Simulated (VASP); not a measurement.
Given:

```yaml
crystal:
  lattice:
    - [0.00000, 2.68629, 2.68629]
    - [2.68629, 0.00000, 2.68629]
    - [2.68629, 2.68629, 0.00000]
  atoms:
    - { symbol: Ca, position: [0.00000, 0.00000, 0.00000] }
    - { symbol: F, position: [0.25000, 0.25000, 0.25000] }
    - { symbol: F, position: [0.75000, 0.75000, 0.75000] }
```

Level of theory: PBEsol GGA, VASP's PBE PAW potentials (set 64) (plane waves; VASP 6.6.1). Run with 520 eV cut-off, 7×7×7 Γ-centred mesh, Gaussian smearing of 0.050 eV, potentials Ca_sv F.

Question: The job: CaF$_{2}$ (fluorite), 3 atoms, PBEsol, static run, 520 eV, 7×7×7 Γ-centred mesh. Roughly how much core time does it take on a busy server core?

Answer: About 10 core-seconds (one run on a shared machine, a rough figure). It had 20 irreducible k-points, 16 bands, up to 1051 plane waves and 15 electronic steps.

The compound is CaF2 in the fluorite structure. This cell is one point of a volume scan, at 0.97 of the reference volume.
